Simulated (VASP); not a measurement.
```
ZrO2
1.0
    0.00000     2.51619     2.51619
    2.51619     0.00000     2.51619
    2.51619     2.51619     0.00000
Zr O
1 2
Direct
  0.00000   0.00000   0.00000
  0.25000   0.25000   0.25000
  0.75000   0.75000   0.75000
```

Level of theory: LDA (Ceperley-Alder, Perdew-Zunger), VASP's LDA PAW potentials (set 64) (plane waves; VASP). Numerical set-up: 520 eV cut-off, 7×7×7 Γ-centred mesh, Gaussian smearing of 0.050 eV, potentials Zr_sv O.

### Question
What does the run give for the energy per atom (σ→0)?

### Answer

```yaml
energy per atom (σ→0): -10.456 eV/atom
```

Only differences to runs with the same potentials and settings are physical.

The compound is ZrO2 in the fluorite structure, the high-temperature cubic form, which is unstable at 0 K; the monoclinic form is the stable one. It was relaxed first. The start is the result of an earlier pass.
